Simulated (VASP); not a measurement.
# A point defect in a supercell of BaAg2As2, part 4 of 4

How easily does a point defect form in BaAg2As2? The host is relaxed first, then a supercell is run with and without the defect. The start is a cell from a database of measured crystal structures.

VASP 6.6.1, plane waves and PAW; the level of theory is named at each step.

So far. Step 4 (Reference Co): The run ended after 9 ionic steps, 0.054 eV below its first step, once forces and stress met EDIFFG = -0.02. Step 4 (Reference Co): Energy at zero smearing: -34.44608 eV.

## (5) Reference As

This step: SCAN; plane waves and PAW (As) (VASP 6.6.1).

System of this step: As. Symmetry: R-3m, No. 166, trigonal system. Conventional cell: a = 3.756 Å, b = 3.756 Å, c = 10.544 Å, α = 90.00°, β = 90.00°, γ = 120.00°. As has 3 As at 2.50 Å nearest.

The reference for As is its crystal, relaxed at the cutoff of the large cell.

INCAR

```
SYSTEM = As
PREC = Normal
ENCUT = 300
EDIFF = 1E-05
NELM = 120
ISMEAR = 0
SIGMA = 0.1
LREAL = Auto
ALGO = Normal
METAGGA = SCAN
LASPH = .TRUE.
NBANDS = 11
LORBIT = 11
LWAVE = .FALSE.
LCHARG = .FALSE.
KPAR = 4
IBRION = 2
NSW = 25
ISIF = 3
EDIFFG = -0.02
POTIM = 0.4
```

POSCAR

```
As
1.0
    3.6782193145     -1.8781913306      0.0000000000
    3.6782193145      1.8781913306      0.0000000000
    2.7191675635      0.0000000000      3.1085410986
As
2
Direct
    0.7740000000      0.7740000000      0.7740000000
    0.2260000000      0.2260000000      0.2260000000
```

KPOINTS

```
Automatic mesh
0
Gamma
9 9 9
0 0 0
```

Potentials, in the order of the species: As (PBE family, release 64).

Run with:

```
$ mpirun -np 4 vasp_std
```

The log of the run:

```text
[banner, memory and clock lines left out]
running    4 mpi-ranks, on    1 nodes
 distrk:  each k-point on    1 cores,    4 groups
 distr:  one band on    1 cores,    1 groups

 POSCAR found type information on POSCAR As
 POSCAR found :  1 types and       2 ions
 [... a notice as in an earlier step ...]

 [... a notice as in an earlier step ...]

 LDA part: xc-table for (None), standard interpolation
 POSCAR, INCAR and KPOINTS ok, starting setup
 FFT: planning ... GRIDC
 FFT: planning ... GRID_SOFT
 FFT: planning ... GRID
 WAVECAR not read
 entering main loop
       N       E                     dE             d eps       ncg     rms          rms(c)
DAV:   1    -0.122250719013E+02   -0.12225E+02   -0.32135E+03  1878   0.503E+02
DAV:   2    -0.409175383172E+02   -0.28692E+02   -0.27359E+02  2589   0.992E+01
DAV:   3    -0.419532324413E+02   -0.10357E+01   -0.10329E+01  2252   0.197E+01
DAV:   4    -0.419574469177E+02   -0.42145E-02   -0.42142E-02  2165   0.149E+00
DAV:   5    -0.419574589166E+02   -0.11999E-04   -0.11999E-04  2222   0.773E-02    0.320E+00
DAV:   6    -0.403511324460E+02    0.16063E+01   -0.18247E-01  1975   0.375E+00    0.203E+00
DAV:   7    -0.403859742369E+02   -0.34842E-01   -0.94986E-02  1948   0.268E+00    0.137E-01
DAV:   8    -0.403867335988E+02   -0.75936E-03   -0.23586E-03  2276   0.352E-01    0.115E-01
DAV:   9    -0.403870161392E+02   -0.28254E-03   -0.36476E-04  1966   0.167E-01    0.118E-02
DAV:  10    -0.403870239967E+02   -0.78575E-05   -0.12605E-05  1871   0.310E-02
   1 F= -.40387024E+02 E0= -.40386584E+02  d E =-.403870E+02
 curvature:   0.00 expect dE= 0.000E+00 dE for cont linesearch  0.000E+00
 trial: gam= 0.00000 g(F)=  0.262E-02 g(S)=  0.670E-02 ort = 0.000E+00 (trialstep = 0.100E+01)
 search vector abs. value=  0.932E-02
 bond charge predicted
       N       E                     dE             d eps       ncg     rms          rms(c)
DAV:   1    -0.403944722146E+02   -0.74561E-02   -0.17503E-01  1897   0.240E+00    0.331E-01
DAV:   2    -0.403898853500E+02    0.45869E-02   -0.15116E-02  1951   0.103E+00    0.209E-01
DAV:   3    -0.403889385636E+02    0.94679E-03   -0.26595E-03  2089   0.317E-01    0.355E-02
DAV:   4    -0.403889808623E+02   -0.42299E-04   -0.88686E-05  2076   0.749E-02    0.265E-02
DAV:   5    -0.403890308174E+02   -0.49955E-04   -0.31241E-05  2047   0.423E-02    0.692E-03
DAV:   6    -0.403890340794E+02   -0.32620E-05   -0.20035E-06  1007   0.103E-02
   2 F= -.40389034E+02 E0= -.40388642E+02  d E =-.201008E-02
 trial-energy change:   -0.002010  1 .order   -0.002248   -0.009318    0.004821
 step:   0.6356(harm=  0.6590)  dis= 0.00432  next Energy=   -40.389924 (dE=-0.290E-02)
 bond charge predicted
       N       E                     dE             d eps       ncg     rms          rms(c)
DAV:   1    -0.403903704198E+02   -0.13396E-02   -0.23374E-02  1894   0.882E-01    0.121E-01
DAV:   2    -0.403900470539E+02    0.32337E-03   -0.17000E-03  1963   0.351E-01    0.756E-02
DAV:   3    -0.403899543337E+02    0.92720E-04   -0.35747E-04  2047   0.116E-01    0.136E-02
DAV:   4    -0.403899479214E+02    0.64123E-05   -0.11032E-05  1384   0.271E-02
   3 F= -.40389948E+02 E0= -.40389542E+02  d E =-.292392E-02
 curvature:  -0.33 expect dE=-0.112E-04 dE for cont linesearch -0.110E-05
 trial: gam=-0.01531 g(F)=  0.677E-05 g(S)=  0.275E-04 ort = 0.177E-03 (trialstep = 0.927E+00)
 search vector abs. value=  0.310E-04
 reached required accuracy - stopping structural energy minimisation
```

Wall time 14 s (4 MPI ranks of Intel Xeon 6975P-C (Granite Rapids), shared host); peak memory 0.47 GiB; 52 s of CPU time.

From OUTCAR (step 5):

```text
   k-points           NKPTS =     85   k-points in BZ     NKDIM =     85   number of bands    NBANDS=     11

   ENCUT  =  300.0 eV  22.05 Ry    4.70 a.u.   5.83  5.83  5.83*2*pi/ulx,y,z

   NELECT =      10.0000    total number of electrons

 E-fermi :   5.2717

 k-point     1 :       0.0000    0.0000    0.0000
  band No.  band energies     occupation
      1     -10.3223      2.00000
      2      -0.8126      2.00000
      3       2.5346      2.00000
      4       3.0863      2.00000
      5       3.0865      2.00000
      6       6.9443      0.00000
      7       8.2785      0.00000
      8       8.2787      0.00000
      9      12.4358      0.00000
     10      12.4358      0.00000
    ...

  Total        0.0292963     -0.0125597     -0.0085756     -0.0000000      0.0000000      0.0129135
  in kB        1.0792862     -0.4627036     -0.3159285     -0.0000000      0.0000000      0.4757370
  external PRESSURE =       0.1002181 kB  Pullay stress =       0.0000000 kB

 POSITION                                       TOTAL-FORCE (eV/Angst)
 -----------------------------------------------------------------------------------
      7.82562     -0.00000      2.41437        -0.008946      0.000000     -0.002760
      2.29062     -0.00000      0.70671         0.008946     -0.000000      0.002760
 -----------------------------------------------------------------------------------
    total drift:                                0.000000      0.000000      0.000000

  FREE ENERGIE OF THE ION-ELECTRON SYSTEM (eV)
  ---------------------------------------------------
  free  energy   TOTEN  =       -40.3899479214 eV

  energy  without entropy=      -40.3891353191  energy(sigma->0) =      -40.38954162

[... 1 part as in an earlier step ...]

[... 15 further parts left out ...]
```

CONTCAR:

```
As
   1.00000000000000
     3.6931199471486500   -1.8861526530537207   -0.0002130932026465
     3.6931199471486500    1.8861526530537207   -0.0002130932026465
     2.7300029445873828   -0.0000000000000000    3.1215045639528700
  As
     2
Direct
     0.7735697144363738    0.7735697144363738    0.7735697144363738
     0.2264302855636262    0.2264302855636262    0.2264302855636263
```

The k-mesh is coarse for a metal. The run keeps the 12 symmetry operations of its start, so it cannot find a distortion of lower symmetry.

Step by step:

```
step  energy less that of the first step (eV)  largest force (eV/Å)  pressure (GPa)  volume (Å³)
   1                                   0.0000                0.1843            1.27        42.95
   2                                  -0.0020                0.0882           -0.66        43.80
   3                                  -0.0029                0.0094            0.01        43.49
```

| conventional cell, symmetrised | before | after | change |
| --- | --- | --- | --- |
| a (Å) | 3.756 | 3.772 | +0.4 % |
| b (Å) | 3.756 | 3.772 | +0.4 % |
| c (Å) | 10.544 | 10.587 | +0.4 % |
| volume (Å³/atom) | 21.48 | 21.74 | +1.3 % |

Final coordinates:

```xyz
2
Lattice="3.6931 -1.8862 -0.0002 3.6931 1.8862 -0.0002 2.7300 0.0000 3.1215" Properties=species:S:1:pos:R:3 pbc="T T T"
As    7.8256    0.0000    2.4144
As    2.2906    0.0000    0.7067
```

This step gave:

```
electronic cycles       : 20
electrons               : 10
free energy (TOTEN)     : -40.39 eV
energy at zero smearing : -40.39 eV
Fermi energy            : 5.272 eV
```

The run ended after 3 ionic steps, 0.003 eV below its first step, once forces and stress met EDIFFG = -0.02.

Energy at zero smearing: -40.38954 eV.

## (6) The defect cell

This step: SCAN, spin-polarised from a ferromagnetic start; plane waves and PAW (Ba_sv, Ag, Co, As) (VASP 6.6.1).

System of this step: Ba8CoAg16As15. The cell holds 40 atoms: 8 Ba, 16 Ag, 1 Co and 15 As. Its edges and angles: a = 13.006 Å, b = 13.006 Å, c = 13.006 Å, α = 139.2°, β = 139.2°, γ = 59.1°. It derives from BaAg2As2. Nearest the centre at fractional (0.309, 0.309, 0.000): Co25 at 0.00 Å, As33 at 2.67 Å, Ag18 at 2.72 Å, Ag13 at 2.72 Å, Ag19 at 2.72 Å, Ag10 at 2.72 Å, Ba2 at 3.47 Å, Ba8 at 3.47 Å.

The host is treated as a metal, since its gap is under 0.3 eV or closed. The run keeps 2 symmetry operations, which cuts the number of k-points but bars distortions that break them. The atoms relax at the host's fixed cell.

INCAR

```
SYSTEM = Ba8CoAg16As15
PREC = Normal
ENCUT = 300
EDIFF = 1E-05
NELM = 120
ISMEAR = 1
SIGMA = 0.2
LREAL = Auto
ALGO = Normal
METAGGA = SCAN
LASPH = .TRUE.
NBANDS = 200
ISPIN = 2
MAGMOM = 0 0 0 0 0 0 0 0 0 0 0 0 0.6 0 0 0 0 0 0.6 0 0 0 0 0 3.5 0 0 0 0 0 0 0 0.6 0 0 0 0 0 0 0
LMAXMIX = 4
LORBIT = 11
LWAVE = .FALSE.
LCHARG = .TRUE.
KPAR = 4
IBRION = 2
NSW = 50
ISIF = 2
EDIFFG = -0.03
POTIM = 0.4
MAXMIX = 40
ISYM = 2
```

POSCAR

```
Ba8CoAg16As15
1.0
   -4.5351335918      4.5351335918     11.3149572032
    4.5351335918     -4.5351335918     11.3149572032
    4.5351335918      4.5351335918    -11.3149572032
Ba Ag Co As
8 16 1 15
Direct
    0.0000000000      0.0000000000      0.0000000000
    0.0000000000      0.0000000000      0.5000000000
    0.0000000000      0.5000000000      0.0000000000
    0.0000000000      0.5000000000      0.5000000000
    0.5000000000      0.0000000000      0.0000000000
    0.5000000000      0.0000000000      0.5000000000
    0.5000000000      0.5000000000      0.0000000000
    0.5000000000      0.5000000000      0.5000000000
    0.1250000000      0.3750000000      0.2500000000
    0.1250000000      0.3750000000      0.7500000000
    0.1250000000      0.8750000000      0.2500000000
    0.1250000000      0.8750000000      0.7500000000
    0.6250000000      0.3750000000      0.2500000000
    0.6250000000      0.3750000000      0.7500000000
    0.6250000000      0.8750000000      0.2500000000
    0.6250000000      0.8750000000      0.7500000000
    0.3750000000      0.1250000000      0.2500000000
    0.3750000000      0.1250000000      0.7500000000
    0.3750000000      0.6250000000      0.2500000000
    0.3750000000      0.6250000000      0.7500000000
    0.8750000000      0.1250000000      0.2500000000
    0.8750000000      0.1250000000      0.7500000000
    0.8750000000      0.6250000000      0.2500000000
    0.8750000000      0.6250000000      0.7500000000
    0.3090174400      0.3090174400      0.0000000000
    0.3090174400      0.3090174400      0.5000000000
    0.3090174400      0.8090174400      0.0000000000
    0.3090174400      0.8090174400      0.5000000000
    0.8090174400      0.3090174400      0.0000000000
    0.8090174400      0.3090174400      0.5000000000
    0.8090174400      0.8090174400      0.0000000000
    0.8090174400      0.8090174400      0.5000000000
    0.1909825600      0.1909825600      0.0000000000
    0.1909825600      0.1909825600      0.5000000000
    0.1909825600      0.6909825600      0.0000000000
    0.1909825600      0.6909825600      0.5000000000
    0.6909825600      0.1909825600      0.0000000000
    0.6909825600      0.1909825600      0.5000000000
    0.6909825600      0.6909825600      0.0000000000
    0.6909825600      0.6909825600      0.5000000000
```

KPOINTS

```
Automatic mesh
0
Gamma
4 4 4
0 0 0
```

The projector-augmented-wave data sets are Ba_sv, Ag, Co and As (PBE family, release 64).

Run with:

```
$ mpirun -np 4 vasp_std
```

The log of the run:

```text
[banner, memory and clock lines left out]
running    4 mpi-ranks, on    1 nodes
[...]
[... a notice as in an earlier step ...]

 LDA part: xc-table for (None), standard interpolation
 POSCAR, INCAR and KPOINTS ok, starting setup
[...]
entering main loop
       N       E                     dE             d eps       ncg     rms          rms(c)
DAV:   1     0.697313210879E+03    0.69731E+03   -0.11546E+05 19200   0.103E+03
DAV:   2    -0.111013205830E+04   -0.18074E+04   -0.17370E+04 20896   0.267E+02
DAV:   3    -0.126030211709E+04   -0.15017E+03   -0.14598E+03 23264   0.737E+01
DAV:   4    -0.126746475599E+04   -0.71626E+01   -0.71192E+01 27192   0.179E+01
[...]
DAV:  21    -0.115938127100E+04    0.17577E-03   -0.11614E-04 22616   0.402E-02    0.840E-02
DAV:  22    -0.115938114817E+04    0.12283E-03   -0.91213E-05 19696   0.466E-02    0.490E-02
DAV:  23    -0.115938114617E+04    0.19962E-05   -0.63558E-05 18400   0.366E-02
```

The job ended after 51 min (4 MPI ranks).

The run was stopped at its time limit, so it gives no result of its own.

## (7) Outcome

| Quantity | Value |
| --- | --- |
| result | none |

What this shows: The session ends without its result: «relax the defect» met its time limit.

[Lines on the potential files, build, host, timing and source positions are cut from VASP's logs without a mark.]

[Logs are printed without paths, hosts, clocks, repeated set-up lines and the standing remarks that a program may print on its own settings, such as how far it seeks lower states.]

[Hosts, paths, dates, database ids (printed as entryN), source tags and the programs' standing remarks are cut or masked in the printed files.]

[In band tables of VASP the shares of atoms and orbitals are scaled to a sum of 1 inside the atoms' spheres.]

[Runs that stopped without an error message from VASP are left out.]
